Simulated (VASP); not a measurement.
# BHF₂: convergence, molecular dynamics at constant energy

BHF₂, molecule in box, 4 atoms in the cell. PBE, molecular dynamics; PAW potentials F, B, H (PBE set). VASP 6.6.1.

Wanted: spread of the conserved energy within 0.5 meV/atom.

Ensemble: NVE; Starting temperature (K): 300; Hydrogen mass (amu): natural.

POSCAR:
```
BHF2
1.0
   12.0000000000      0.0000000000      0.0000000000
    0.0000000000     11.0000000000      0.0000000000
    0.0000000000      0.0000000000     11.0000000000
F B H
2 1 1
Direct
    0.5948208300      0.5628045500      0.4548863600
    0.4073458300      0.5693318200      0.4478863600
    0.4984708300      0.5184500000      0.4900772700
    0.4938791700      0.4344863600      0.5582954500
```

## Time step (fs)

| Time step (fs) | Spread of the conserved energy (meV/atom) | Time (s) |
|---|---|---|
| 3 | 0.69 | 41 |
| 2 | 0.29 | 53 |
| 1.5 | 0.16 | 54 |
| 1 | 0.07 | 59 |
| 0.75 | 0.04 | 68 |
| 0.5 | 0.02 | 90 |
| 0.25 (reference) | 0.02 | 178 |

Chosen: 2, the loosest value from which every tighter one stays within the tolerance.

## All choices together

| Input | Spread of the conserved energy (meV/atom) | Time (s) |
|---|---|---|
| chosen settings | 0.29 | 53 |
| reference settings throughout | 0.02 | 178 |

The tolerance is met.

## The input

INCAR:
```
SYSTEM = BHF2
ALGO = Normal
ANDERSEN_PROB = 0.0
EDIFF = 1E-6
ENCUT = 400
GGA = PE
IBRION = 0
ISIF = 0
ISMEAR = 0
ISYM = 0
LASPH = .True.
LCHARG = .False.
LREAL = Auto
LWAVE = .False.
MDALGO = 1
NCORE = 4
NELM = 60
NELMIN = 4
NSW = 20
POTIM = 2.0
PREC = Normal
RANDOM_SEED = 163466 0 0
SIGMA = 0.05
TEBEG = 300
```

KPOINTS:
```
k-points
0
Gamma
  1 1 1
```

Commands:
```
cat potpaw_PBE.64/F/POTCAR potpaw_PBE.64/B/POTCAR potpaw_PBE.64/H/POTCAR > POTCAR
mpirun -np 4 vasp_gam > vasp.out
```

Limits: 40 fs of 4 atoms are too short for converged averages; so short a run can't show a slow drift of the energy.

The chosen input took VASP 6.6.1 53 s on 4 cores (AMD EPYC 9R45 (Zen 5)), a shared host.

## An input that fails: time step far too long

It gives no converged result.

Changes against the starting input:
```
- NSW = 80
- POTIM = 0.5
+ NSW = 20
+ POTIM = 5
```
